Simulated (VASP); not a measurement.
Given:

```xyz
4
Lattice="3.9227 0.0000 0.0000 0.0000 3.9227 0.0000 0.0000 0.0000 4.9314" Properties=species:S:1:pos:R:3 pbc="T T T"
Sn     1.9613     3.9227     3.7500
Sn     0.0000     1.9613     1.1815
O      1.9613     1.9613     0.0000
O      0.0000     0.0000     4.9314
```

Level of theory: rev-vdW-DF2, VASP's PBE PAW potentials (set 64) (plane waves; VASP 6.6.1). Settings: 520 eV cut-off, 6×6×5 Γ-centred mesh, Gaussian smearing of 0.050 eV, potentials Sn_d O.

**Question.** The ions and cell shape at fixed volume are relaxed. Give the cell that the relaxation ends in.

**Answer.** 
```xyz
4
Lattice="3.8643 0.0000 0.0000 0.0000 3.8643 0.0000 0.0000 0.0000 5.0817" Properties=species:S:1:pos:R:3 pbc="T T T"
Sn     1.9321     0.0000     3.9193
Sn     3.8643     1.9321     1.1623
O      1.9321     1.9321     5.0817
O      3.8643     0.0000     0.0000
```
Space group P4/nmm (129), at a tolerance of 0.03 Å.

**Question.** How much energy does the relaxation gain?

**Answer.** The energy (σ→0) changes by -11.6 meV/atom, in 7 ionic steps.

The compound is SnO in the litharge structure. This cell is one point of a volume scan, at 1.06 of the reference volume. Symmetry was kept, so distortions that lower it aren't found.
